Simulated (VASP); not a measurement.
CuAu:

```
Cu Au
1.0
     2.85070    0.00000    0.00000
     0.00000    2.85070    0.00000
     0.00000    0.00000    3.58161
Cu Au
1 1
Direct
  0.50000 0.50000 0.50000
  0.00000 0.00000 0.00000
```

The cell comes from a database or a generator and needn't be the stable form of this composition.

```yaml
Program: VASP 6.6.1
Task: relaxation of cell and atoms
Functional: LDA
Potentials_or_basis: VASP PAW LDA potentials, release 64 (Cu, Au)
Cutoff: 600 eV
k_mesh: 14 × 14 × 12
Occupations: gaussian, width 0.1 eV
Spin: no spin polarisation
```

At the start: pressure -8.4 GPa; volume 14.55 Å³/atom.

Task: Where does the relaxation end?

Result: Over 10 steps the energy falls by 20.0 meV/atom and the volume is 13.83 Å³/atom (-5.0 %); space group P4/mmm (No. 123, to 0.05 Å).

Step by step:
```
step  energy change (eV)  largest force (eV/Å)  pressure (GPa)  volume (Å³)
   1              0.0000                0.0000           -8.36        29.11
   2              0.0254                0.0000           13.56        26.02
   3             -0.0398                0.0000           -0.21        27.68
   4             -0.0398                0.0000            0.05        27.65
   5             -0.0398                0.0000            0.09        27.65
   6             -0.0399                0.0000            0.12        27.65
   7             -0.0400                0.0000            0.05        27.65
   8             -0.0400                0.0000            0.08        27.65
   9             -0.0399                0.0000           -0.35        27.71
  10             -0.0400                0.0000           -0.02        27.66
```

Final structure:
```xyz
2
Lattice="2.8127 0.0000 0.0000 0.0000 2.8127 0.0000 0.0000 0.0000 3.4960" Properties=species:S:1:pos:R:3 pbc="T T T"
Cu    1.4064    1.4064    1.7480
Au    0.0000    0.0000    0.0000
```
